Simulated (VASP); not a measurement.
Here is the system:

```xyz
2
Lattice="0.0000 3.0281 3.0281 3.0281 0.0000 3.0281 3.0281 3.0281 0.0000" Properties=species:S:1:pos:R:3 pbc="T T T"
Ga     0.0000     0.0000     0.0000
Sb     1.5140     1.5140     1.5140
```

Calculation: LDA (Ceperley-Alder, Perdew-Zunger), VASP's LDA PAW potentials (set 64) (plane waves; VASP). Numerical set-up: 500 eV cut-off, 8×8×8 Γ-centred mesh, Gaussian smearing of 0.050 eV, potentials Ga_d Sb.

Unless said otherwise, spin-orbit coupling is left out, though it shifts the bands of the heavy elements here.

**Question.** Estimate the energy per atom (σ→0), band gap (on the k-mesh) with the smallest direct gap where there is one.

**Answer.** 
```yaml
band gap (on the k-mesh): 0.09 eV
smallest direct gap (on the k-mesh): 0.09 eV
energy per atom (σ→0): -4.333 eV/atom
```

The absolute energy has meaning only against runs of the same code, potentials and settings.

The compound is GaSb in the zinc blende structure. It was relaxed first.
